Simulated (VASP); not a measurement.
Here is the system:

```
CELL_PARAMETERS angstrom
      4.57000     0.00000     0.00000
      0.00000     4.57000     0.00000
      0.00000     0.00000     4.57000
ATOMIC_POSITIONS crystal
  Cs 0.00000 0.00000 0.00000
  I  0.50000 0.50000 0.50000
```
Cell charge -0.5.

Level of theory: PBE GGA, VASP's PBE PAW potentials (set 64) (plane waves; VASP 6.6.1). Run with NELECT = 16.5, 400 eV cut-off, 5×5×5 Γ-centred mesh, Gaussian smearing of 0.050 eV, potentials Cs_sv I.

The cell is charged, with a uniform compensating background.

Give the stress tensor in GPa (positive for a compressed cell).

```
6.12  0.00  0.00
0.00  6.12  0.00
0.00  0.00  6.12
```
The pressure is its mean diagonal, 6.12 GPa.

The compound is CsI in the CsCl type structure. The cell was not relaxed at this level. The run is one of a series of settings (NELECT = 16.5 against the base run), some of them coarse on purpose.
